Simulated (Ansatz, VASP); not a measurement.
# Cross-check of Zr (Zirconium) between VASP and Ansatz, part 2 of 2

Wanted: the spread between two codes on one cell, functional and k mesh. The cell is taken from a series of runs on this material, whose earlier steps may have relaxed, scaled, displaced or heated it; both programs get it as it stands.

VASP 6.6.1 and Ansatz 0.2.0.

So far: Set-up; Ansatz: zone-centre phonons, LDA, pair 1.

## (3) VASP: zone-centre phonons, LDA, pair 1

Level of this step: LDA; plane waves and PAW (Zr_sv) (VASP).

The same cell, functional (in two slightly different forms), mesh and smearing now go to VASP, with its own data sets.

Lines of VASP's logs that name or quote its potential files are left out, and so is its time.

INCAR reads:

```
SYSTEM = Zr
PREC = Accurate
ENCUT = 500
EDIFF = 1E-08
NELM = 120
ISMEAR = 0
SIGMA = 0.1
LREAL = .FALSE.
ALGO = Normal
GGA = PW92
NBANDS = 18
LASPH = .TRUE.
LORBIT = 11
LWAVE = .FALSE.
LCHARG = .FALSE.
ISIF = 2
IBRION = 8
GGA_COMPAT = .FALSE.
KPAR = 2
```

POSCAR reads:

```
Zr
1.0
    3.1553331512      0.0000000000      0.0000000000
   -1.5776665756      2.7325986663      0.0000000000
    0.0000000000      0.0000000000      5.0654014014
Zr
2
Direct
    0.3333333334      0.6666666668      0.2500000000
    0.6666666668      0.3333333334      0.7500000000
```

KPOINTS reads:

```
Automatic mesh
0
Gamma
10 10 4
0 0 0
```

PAW data sets: Zr_sv (LDA family, release 64).

On the command line:

```console
$ mpirun -np 2 vasp_std
```

Numbers of over 12 decimals in the logs are rounded to 6 here.

The log of the run:

```text
[banner, memory and clock lines left out]
running    2 mpi-ranks, on    1 nodes
 distrk:  each k-point on    1 cores,    2 groups
 distr:  one band on    1 cores,    1 groups

 POSCAR found type information on POSCAR Zr
 POSCAR found :  1 types and       2 ions
|                                                                             |
|               ----> ADVICE to this user running VASP <----                  |
|                                                                             |
|     You enforced a specific xc type in the INCAR file but a different       |
|     [... a line on the potential file left out ...]
|     I HOPE YOU KNOW WHAT YOU ARE DOING!                                     |
|                                                                             |

 LDA part: xc-table for (Slater(with rela. corr.)+PW92), standard interpolation
 POSCAR, INCAR and KPOINTS ok, starting setup
 FFT: planning ... GRIDC
 FFT: planning ... GRID_SOFT
 FFT: planning ... GRID
 WAVECAR not read
 entering main loop
       N       E                     dE             d eps       ncg     rms          rms(c)
DAV:   1     0.206624311004E+03    0.20662E+03   -0.13131E+04  1512   0.130E+03
DAV:   2    -0.376743005422E+01   -0.21039E+03   -0.20702E+03  1770   0.378E+02
DAV:   3    -0.188921700250E+02   -0.15125E+02   -0.14921E+02  2742   0.735E+01
DAV:   4    -0.192526759301E+02   -0.36051E+00   -0.36002E+00  1772   0.118E+01
DAV:   5    -0.192630386631E+02   -0.10363E-01   -0.10359E-01  2228   0.139E+00    0.162E+01
DAV:   6    -0.186802595394E+02    0.58278E+00   -0.87157E-01  1640   0.729E+00    0.661E+00
DAV:   7    -0.185659595665E+02    0.11430E+00   -0.57063E-01  2200   0.500E+00    0.108E+00
DAV:   8    -0.185688124593E+02   -0.28529E-02   -0.33442E-02  1986   0.149E+00    0.256E-01
DAV:   9    -0.185690510551E+02   -0.23860E-03   -0.12156E-03  1918   0.326E-01    0.301E-02
DAV:  10    -0.185690359930E+02    0.15062E-04   -0.40750E-05  2210   0.418E-02    0.243E-02
DAV:  11    -0.185690366510E+02   -0.65804E-06   -0.87670E-06  1628   0.349E-02    0.273E-03
DAV:  12    -0.185690366328E+02    0.18251E-07   -0.34481E-07  2076   0.407E-03    0.216E-03
DAV:  13    -0.185690366417E+02   -0.89162E-08   -0.27775E-08  1284   0.129E-03
   1 F= -.18569037E+02 E0= -.18563659E+02  d E =-.107550E-01
 Linear response reoptimize wavefunctions to high precision
DAV:   1    -0.185690366470E+02   -0.52910E-08   -0.89989E-09  1698   0.101E-03
DAV:   2    -0.185690366470E+02   -0.45475E-11   -0.21062E-10   906   0.104E-04
 Linear response DOF=           2
 Linear response progress:
  Degree of freedom:   1/  2
       N       E                     dE             d eps       ncg     rms          rms(c)
RMM:   1    -0.653193604404E+00   -0.65319E+00    0.27531E+00  6117   0.132E+01
RMM:   2    -0.605560207916E+00    0.47633E-01   -0.22732E-01  9077   0.260E+00    0.234E-01
RMM:   3    -0.607250066659E+00   -0.16899E-02   -0.37352E-02 11032   0.901E-01    0.728E-02
RMM:   4    -0.609493935386E+00   -0.22439E-02   -0.48159E-03 13196   0.326E-01    0.247E-02
RMM:   5    -0.610056511761E+00   -0.56258E-03   -0.84172E-04 12876   0.134E-01    0.172E-02
RMM:   6    -0.610091193912E+00   -0.34682E-04   -0.19302E-04 13911   0.566E-02    0.171E-02
RMM:   7    -0.610043749070E+00    0.47445E-04   -0.71594E-05 13807   0.296E-02    0.980E-03
RMM:   8    -0.609958970054E+00    0.84779E-04   -0.22636E-05 13160   0.174E-02    0.437E-03
RMM:   9    -0.609957440959E+00    0.15291E-05   -0.84545E-06 13568   0.968E-03    0.824E-04
RMM:  10    -0.609947571890E+00    0.98691E-05   -0.44960E-06 14216   0.559E-03    0.183E-04
RMM:  11    -0.609950114896E+00   -0.25430E-05   -0.25094E-06 14553   0.333E-03    0.303E-04
RMM:  12    -0.609948387563E+00    0.17273E-05   -0.42477E-07 14114   0.231E-03    0.328E-05
RMM:  13    -0.609948857847E+00   -0.47028E-06    0.36674E-07 14574   0.166E-03    0.561E-05
RMM:  14    -0.609948495877E+00    0.36197E-06    0.11182E-06 14062   0.130E-03    0.208E-05
[...]
RMM:  18    -0.609948046437E+00    0.10387E-06    0.13377E-06 13903   0.673E-04    0.287E-05
RMM:  19    -0.609948022619E+00    0.23818E-07    0.12914E-06 14163   0.601E-04    0.352E-05
RMM:  20    -0.609948030053E+00   -0.74349E-08    0.11863E-06 13572   0.546E-04    0.407E-05
RMM:  21    -0.609948065466E+00   -0.35412E-07    0.11189E-06 13027   0.504E-04    0.419E-05
RMM:  22    -0.609948075960E+00   -0.10494E-07    0.10403E-06 13152   0.467E-04    0.462E-05
RMM:  23    -0.609948096476E+00   -0.20515E-07    0.97901E-07 12949   0.437E-04    0.517E-05
RMM:  24    -0.609948098463E+00   -0.19879E-08    0.90185E-07 12690   0.412E-04    0.537E-05
RMM:  25    -0.609948087825E+00    0.10639E-07    0.85110E-07 13239   0.392E-04    0.552E-05
 first order change of Fermi-energy   0.23213E-04
 force on displaced ion       1 direction 1 :  -0.466   0.001   0.000
 Linear response progress:
  Degree of freedom:   2/  2
       N       E                     dE             d eps       ncg     rms          rms(c)
RMM:   1    -0.772870299843E+00   -0.77287E+00    0.30519E+00  2004   0.135E+01
RMM:   2    -0.725453109105E+00    0.47417E-01   -0.25814E-01  2874   0.267E+00    0.253E-01
RMM:   3    -0.729434089758E+00   -0.39810E-02   -0.45368E-02  3417   0.917E-01    0.815E-02
RMM:   4    -0.732116510198E+00   -0.26824E-02   -0.76783E-03  3766   0.344E-01    0.286E-02
RMM:   5    -0.732196427566E+00   -0.79917E-04   -0.65301E-04  4058   0.139E-01    0.213E-02
RMM:   6    -0.731878213670E+00    0.31821E-03    0.15666E-03  4125   0.643E-02    0.567E-03
RMM:   7    -0.732054920263E+00   -0.17671E-03    0.71346E-05  4139   0.326E-02    0.324E-03
RMM:   8    -0.732031813146E+00    0.23107E-04    0.19021E-04  4343   0.155E-02    0.208E-03
RMM:   9    -0.732024394993E+00    0.74182E-05    0.62570E-05  4256   0.915E-03    0.416E-04
RMM:  10    -0.732034333349E+00   -0.99384E-05   -0.12120E-05  4441   0.522E-03    0.445E-04
RMM:  11    -0.732036655862E+00   -0.23225E-05   -0.37539E-05  4288   0.335E-03    0.216E-04
RMM:  12    -0.732037674594E+00   -0.10187E-05   -0.31815E-05  4404   0.233E-03    0.633E-05
RMM:  13    -0.732037240089E+00    0.43450E-06   -0.22309E-05  4498   0.169E-03    0.629E-05
RMM:  14    -0.732035652610E+00    0.15875E-05    0.42522E-06  3977   0.142E-03    0.274E-04
[...]
RMM:  20    -0.732035838046E+00    0.43598E-07   -0.35574E-06  3964   0.534E-04    0.127E-05
RMM:  21    -0.732035896124E+00   -0.58077E-07   -0.44082E-06  4305   0.482E-04    0.160E-05
RMM:  22    -0.732035811219E+00    0.84905E-07   -0.31285E-06  4153   0.454E-04    0.103E-05
RMM:  23    -0.732035866285E+00   -0.55066E-07   -0.39166E-06  4360   0.426E-04    0.109E-05
RMM:  24    -0.732035750062E+00    0.11622E-06   -0.21417E-06  4245   0.406E-04    0.117E-05
RMM:  25    -0.732035747477E+00    0.25846E-08   -0.24070E-06  3895   0.390E-04    0.129E-05
RMM:  26    -0.732035631780E+00    0.11570E-06   -0.92545E-07  3577   0.378E-04    0.138E-05
RMM:  27    -0.732035579987E+00    0.51792E-07   -0.74128E-07  4093   0.370E-04    0.130E-05
 first order change of Fermi-energy  -0.70413E-04
 force on displaced ion       1 direction 3 :  -0.000   0.000  -5.114
 Linear response finished
```

From OUTCAR (step 3):

```text
ion  position               nearest neighbor table
   1  0.333  0.667  0.250-   2 3.12   2 3.12   2 3.12   2 3.12   2 3.12   2 3.12
   2  0.667  0.333  0.750-   1 3.12   1 3.12   1 3.12   1 3.12   1 3.12   1 3.12

  LATTYP: Found a hexagonal cell.
 ALAT       =     3.1553331512
 C/A-ratio  =     1.6053459837

 Subroutine GETGRP returns: Found 24 space group operations
 (whereof 12 operations were pure point group operations)

The static configuration has the point symmetry D_3d.
 The point group associated with its full space group is D_6h.

 Found     42 irreducible k-points:

   k-points           NKPTS =     42   k-points in BZ     NKDIM =     42   number of bands    NBANDS=     18

   dimension x,y,z NGX =    24 NGY =   24 NGZ =   40
   dimension x,y,z NGXF=    48 NGYF=   48 NGZF=   80

   ENCUT  =  500.0 eV  36.75 Ry    6.06 a.u.   5.75  5.75  9.24*2*pi/ulx,y,z

   NELECT =      24.0000    total number of electrons

 k-points in reciprocal lattice and weights: Automatic mesh
   0.00000000  0.00000000  0.00000000       0.003
   0.10000000 -0.00000000  0.00000000       0.015
   0.20000000 -0.00000000  0.00000000       0.015
   0.30000000 -0.00000000  0.00000000       0.015
   0.40000000 -0.00000000  0.00000000       0.015
   0.50000000 -0.00000000  0.00000000       0.007
   0.10000000  0.10000000  0.00000000       0.015
   0.20000000  0.10000000  0.00000000       0.030
   0.30000000  0.10000000  0.00000000       0.030
[...]
0.40000000  0.20000000  0.50000000       0.015
   0.30000000  0.30000000  0.50000000       0.015

 average (electrostatic) potential at core
       1 -73.5738       2 -73.5738

  Total       -0.0556815     -0.0556815      0.0419887      0.0000000      0.0000000      0.0000000
  in kB       -2.0426160     -2.0426160      1.5403084      0.0000000      0.0000000      0.0000000
  external PRESSURE =      -0.8483078 kB  Pullay stress =       0.0000000 kB

  energy-cutoff  :      500.00
  volume of cell :       43.68
      direct lattice vectors                 reciprocal lattice vectors
     3.155333151  0.000000000  0.000000000     0.316923745  0.182976010  0.000000000
    -1.577666576  2.732598666  0.000000000     0.000000000  0.365952019  0.000000000
     0.000000000  0.000000000  5.065401401     0.000000000  0.000000000  0.197417721

 POSITION                                       TOTAL-FORCE (eV/Angst)
 -----------------------------------------------------------------------------------
      0.00000      1.82173      1.26635         0.000000     -0.000000      0.000000
      1.57767      0.91087      3.79905        -0.000000      0.000000      0.000000
 -----------------------------------------------------------------------------------
    total drift:                               -0.000000     -0.000000      0.000000

 Eigenvectors and eigenvalues of the dynamical matrix
 ----------------------------------------------------

   1 f  =    5.234444 THz    32.888983 2PiTHz  174.602266 cm-1    21.647912 meV
             X         Y         Z           dx          dy          dz
      0.000000  1.821732  1.266350     0.000000    0.000000    0.707107
      1.577667  0.910866  3.799051    -0.000000   -0.000000   -0.707107

   2 f  =    1.580578 THz     9.931064 2PiTHz   52.722402 cm-1     6.536742 meV
             X         Y         Z           dx          dy          dz
      0.000000  1.821732  1.266350     0.707107   -0.000000   -0.000000
      1.577667  0.910866  3.799051    -0.707107    0.000000    0.000000

   3 f  =    1.580578 THz     9.931064 2PiTHz   52.722402 cm-1     6.536742 meV
             X         Y         Z           dx          dy          dz
      0.000000  1.821732  1.266350    -0.000000   -0.707107   -0.000000
      1.577667  0.910866  3.799051    -0.000000    0.707107   -0.000000

   4 f  =    0.000000 THz     0.000000 2PiTHz    0.000000 cm-1     0.000000 meV
             X         Y         Z           dx          dy          dz
      0.000000  1.821732  1.266350     0.707107   -0.000000   -0.000000
      1.577667  0.910866  3.799051     0.707107    0.000000    0.000000

   5 f/i=    0.000000 THz     0.000000 2PiTHz    0.000001 cm-1     0.000000 meV
             X         Y         Z           dx          dy          dz
      0.000000  1.821732  1.266350     0.000000   -0.702676    0.079034
      1.577667  0.910866  3.799051     0.000000   -0.702676    0.079034

   6 f/i=    0.000000 THz     0.000000 2PiTHz    0.000002 cm-1     0.000000 meV
             X         Y         Z           dx          dy          dz
      0.000000  1.821732  1.266350    -0.000000    0.079034    0.702676
      1.577667  0.910866  3.799051    -0.000000    0.079034    0.702676

 ELASTIC MODULI CONTR FROM IONIC RELAXATION (kBar)
 Direction    XX          YY          ZZ          XY          YZ          ZX
 --------------------------------------------------------------------------------
 XX         -43.4525     43.4525      0.0000      0.0000      0.0000      0.0000
 YY          43.4525    -43.4525     -0.0000     -0.0000      0.0000      0.0000
 ZZ           0.0000     -0.0000     -0.0000      0.0000      0.0000      0.0000
 XY           0.0000     -0.0000      0.0000    -43.4525      0.0000      0.0000
 YZ           0.0000      0.0000      0.0000      0.0000      0.0000      0.0000
 ZX           0.0000      0.0000      0.0000      0.0000      0.0000      0.0000
 --------------------------------------------------------------------------------
```

## (4) Side by side

Known differences besides the potentials themselves: VASP's run holds the zone centre alone; the cutoff is 260 eV in Ansatz and 500 eV in VASP; VASP's log shows a relativistic correction to its local exchange, Ansatz's none; Ansatz's log warns that its cutoff lies below the recommended one. Total energies have different zeros and are not compared.

Compared:

```
                  quantity  Ansatz   VASP  difference
optical mode 1 to 2 (cm⁻¹)    55.3   52.7     +4.85 %
     optical mode 3 (cm⁻¹)   172.7  174.6     -1.12 %
```

Modes are paired by rising frequency, not by their patterns, so a pair may set unlike modes beside each other; they are those without the splitting of longitudinal modes.

## (5) VASP: zone-centre phonons, LDA, pair 2

Second derivatives magnify differences that forces hide, and they need a tight electronic threshold.

INCAR is that of step 3.

POSCAR is that of step 3.

KPOINTS is that of step 3.

On the command line:

```console
$ mpirun -np 2 vasp_std
```

The log of the run:

```text
[banner, memory and clock lines left out]
running    2 mpi-ranks, on    1 nodes
[...]
[... a notice as in an earlier step ...]

 LDA part: xc-table for (Slater(with rela. corr.)+PW92), standard interpolation
 POSCAR, INCAR and KPOINTS ok, starting setup
[...]
entering main loop
       N       E                     dE             d eps       ncg     rms          rms(c)
[... 13 cycles as in an earlier step ...]
   1 F= -.18569037E+02 E0= -.18563659E+02  d E =-.107550E-01
 Linear response reoptimize wavefunctions to high precision
[... 2 cycles as in an earlier step ...]
 Linear response DOF=           2
 Linear response progress:
  Degree of freedom:   1/  2
       N       E                     dE             d eps       ncg     rms          rms(c)
[... 25 cycles as in an earlier step ...]
 first order change of Fermi-energy   0.23213E-04
 force on displaced ion       1 direction 1 :  -0.466   0.001   0.000
 Linear response progress:
  Degree of freedom:   2/  2
       N       E                     dE             d eps       ncg     rms          rms(c)
[... 27 cycles as in an earlier step ...]
 first order change of Fermi-energy  -0.70413E-04
 force on displaced ion       1 direction 3 :  -0.000   0.000  -5.114
 Linear response finished
```

OUTCAR, selected parts (step 5):

```text
[... 4 parts as in an earlier step ...]
```

## (6) Ansatz: zone-centre phonons, LDA, pair 2

The same cell, functional (in two slightly different forms), mesh and smearing now go to Ansatz.

The cell is taken from a series of runs on this material, whose earlier steps may have relaxed, scaled, displaced or heated it; both programs get it as it stands.

input.yaml reads:

```yaml
crystal:
  lattice:
    - [3.1553331512, 0.0, 0.0]
    - [-1.5776665756, 2.7325986663, 0.0]
    - [0.0, 0.0, 5.0654014014]
  atoms:
    - { symbol: Zr, position: [0.3333333333, 0.6666666667, 0.25] }
    - { symbol: Zr, position: [0.6666666667, 0.3333333333, 0.75] }
kpoints:
  mp_grid: { grid: [10, 10, 4] }
hamiltonian:
  xc: lda
  pseudopotentials: { kind: paw, azcp: { folder: soft_1 }, xc_functional: pbe }
scf:
  occupations: { method: gaussian, width: 0.1 }
output:
  eigenvalues: true
basis:
  ecutwfc: 260.0
phonons:
  method: dfpt
```

On the command line:

```console
$ ansatz run input.yaml --threads 8 --pin off --max-ram 15360MiB --backend cpu --events-out ev --progress --plain --runs-dir out
```

The log of the run:

```text
[...]
zone centre: on kpoints.mp_grid the ground state, and the responses unless they are solved on pairs of k-points, stand on 93 of the mesh's 400 k-points, reduced under 4 symmetry operations, with k and −k counted as one. Each operation leaves every solved displacement unchanged or reverses it
[...]
Crystal: 2 atoms, lattice volume = 43.675 Å³
[...]
k mesh reduced under 4 symmetry operations, with k and −k counted as one. Each operation leaves every solved displacement unchanged or reverses it
  ASR residual: 6.972e-6 → 0.000e0 eV/Å²; symmetrization residual: 5.207e-14 eV/Å²
  ASR residual per site (eV/Å²): 6.97e-6 6.97e-6
  Γ frequencies (cm⁻¹): 0.00 0.00 0.00 55.28 55.28 172.65
  non-analytic LO–TO correction: not included (Born effective charges unavailable; polar crystals: no LO–TO splitting at Γ)
[key lines of the parts left out:]
SCF converged after 8 iterations
Free energy (F): -8154.805483 eV
Fermi energy:    14.807816 eV
```

## (7) Differences

Compared:

```
                  quantity  Ansatz   VASP  difference
optical mode 1 to 2 (cm⁻¹)    55.3   52.7     +4.85 %
     optical mode 3 (cm⁻¹)   172.7  174.6     -1.12 %
```

Modes are paired by rising frequency, not by their patterns, so a pair may set unlike modes beside each other; they are those without the splitting of longitudinal modes.

## (8) Summary of results

```yaml
r_m_s_difference_of_the_optical_zone_centre_modes_each_program_s_sorted_by_frequency_zone_centre_phonons_lda_pair_1: 2.4 cm⁻¹
difference_in_optical_mode_1_to_2_zone_centre_phonons_lda_pair_1: +4.9 %
r_m_s_difference_of_the_optical_zone_centre_modes_each_program_s_sorted_by_frequency_zone_centre_phonons_lda_pair_2: 2.4 cm⁻¹
difference_in_optical_mode_1_to_2_zone_centre_phonons_lda_pair_2: +4.9 %
```

The r.m.s. difference of the optical zone-centre modes, each program's sorted by frequency is 2.4 cm⁻¹ (zone-centre phonons, LDA, pair 1). Among the rows given in per cent, the largest difference of the zone-centre phonons, LDA, pair 1 pair is in optical mode 1 to 2, +4.9 %. Among the rows given in per cent, the largest difference of the zone-centre phonons, LDA, pair 2 pair is in optical mode 1 to 2, +4.9 %. How closely two codes agree says nothing of how well the functional describes the real material.

[Lines on the potential files, build, host, timing and source positions are cut from VASP's logs without a mark.]

[Logs are printed without paths, hosts, clocks, repeated set-up lines and the standing remarks that a program may print on its own settings, such as how far it seeks lower states.]

[Hosts, paths, dates, database ids (printed as entryN), source tags and the programs' standing remarks are cut or masked in the printed files.]
